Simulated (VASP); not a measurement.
MgTe: band gap against strain

MgTe (wurtzite, P6_3mc, 33.419 Å³/atom and stress up to 0.02 GPa in the relaxed cell, c along z) under a strain ε along c (axis z), the other axes held. PBEsol in VASP (plane waves, PAW), 480 eV, 12×12×4 Γ-centred mesh, Gaussian smearing 0.05 eV; ions are relaxed, or left where forces stay under 0.02 eV/Å, within the symmetry of each cell. Gaps are the smallest on the run's k-mesh, which can miss an edge that lies off it, without spin-orbit coupling; in all rows the valence edge lies at Γ and the conduction edge at Γ.

Here s stands for strain and Eg for gap.

```
strain (%)  gap (eV)
----------  --------
-3.00              ?
-1.50          2.394
-1.00          2.391
-0.50          2.389
0.00           2.387
```

Q: Fit Eg against s with a straight line, and predict the withheld value at s = -3.00.

A: Means: s -0.75000, Eg 2.3902. About the means, the sum of products is -0.0057500 and the sum of squares of s is 1.2500; the slope is their ratio. Least squares gives Eg = 2.3868 - 0.00460·s. Residuals (row less fit): 0.0003, -0.0004, -0.0001, 0.0002; standard error 0.0004 (degrees of freedom: 2). Over these rows the gap moves by -0.46 ± 0.03 eV per unit strain. At the withheld row, Eg = 2.3868 - 0.00460 × (-3.0) = 2.4006 eV. The calculation gives 2.396 eV, 0.0046 eV below the prediction (51.1 % of the range of Eg in the table). The row lies outside the fitted rows, so this is an extrapolation. The scatter of the fitted rows lies at the last printed digit.

A polynomial of degree 2 through the 6 other runs of the series gives 2.395 there, so most of the miss is curvature that the fit leaves out. Spin-orbit coupling is left out, which can shift this property for MgTe. Rows are the converged runs of the series near zero and its far end, less any whose ions stayed unrelaxed beside relaxed ones; series whose fitted rows scatter by over a few per cent of the range, as at a crossing or softening among them, aren't shown in this form. Most that stay on the fit to the last digits aren't either.
